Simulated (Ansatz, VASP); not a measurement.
# ZnAg: VASP beside Ansatz

Contents of INCAR:

```
PREC = Accurate
ENCUT = 600
EDIFF = 1E-7
ISMEAR = 0
SIGMA = 0.1
LREAL = F
LASPH = T
NELM = 100
ALGO = Normal
ISIF = 3
LWAVE = F
LCHARG = F
GGA = CA
IBRION = 2
NSW = 100
EDIFFG = -0.005
```

Contents of KPOINTS:

```
regular mesh
0
Gamma
  14 14 14
```

POSCAR

```
ZnAg
1.0
    3.1560000000      0.0000000000      0.0000000000
    0.0000000000      3.1560000000      0.0000000000
    0.0000000000      0.0000000000      3.1560000000
Zn Ag
1 1
Direct
    0.5000000000      0.5000000000      0.5000000000
    0.0000000000      0.0000000000      0.0000000000
```

Input for Ansatz:

```yaml
crystal:
  lattice:
    - [3.156, 0.0, 0.0]
    - [0.0, 3.156, 0.0]
    - [0.0, 0.0, 3.156]
  atoms:
    - { symbol: Zn, position: [0.5, 0.5, 0.5] }
    - { symbol: Ag, position: [0.0, 0.0, 0.0] }
basis:
  ecutwfc: 420
kpoints:
  mp_grid: { grid: [14, 14, 14] }
hamiltonian:
  xc: lda
scf:
  occupations: { method: gaussian, width: 0.1 }
output:
  forces: true
  stress: true
  eigenvalues: true
relax:
  adjacent_minimum: "off"
  f_tol: 0.005
  max_steps: 80
  cell: { stress_tol: 0.05 }
```

Alike in both runs: task relaxation of cell and atoms; functional LDA; k mesh 14 × 14 × 14; occupations gaussian, width 0.1 eV; no spin polarisation.

|  | VASP | Ansatz |
| --- | --- | --- |
| version | VASP 6.6.1 | Ansatz 0.2.0 |
| potentials or method | VASP PAW LDA potentials, release 64 (Zn, Ag) | scalar-relativistic, plane waves, PAW |
| plane-wave cutoff (eV) | 600 | 420 |
| valence electrons in the cell | 23 | 31 |

VASP gave:

```
gap on the k mesh at the Fermi level, each at its own relaxed structure (eV) : none
relaxed volume (Å³/atom)                                                     : 14.61
relaxed cell length with the largest relative difference (Å)                 : 3.080
energy change over the relaxation (meV/atom)                                 : -30
```

**Question.** Which values does Ansatz return?

**Answer.** gap on the k mesh at the Fermi level, each at its own relaxed structure (eV): none; relaxed volume (Å³/atom): 14.55; relaxed cell length with the largest relative difference (Å): 3.076; energy change over the relaxation (meV/atom): -33.

A gap of «none» marks a metal or a gap that the smearing closes. The two sets of potentials don't hold the same shells in valence.

LDA usually gives volumes a few per cent too small. Zero-point motion and thermal expansion aren't in these numbers.
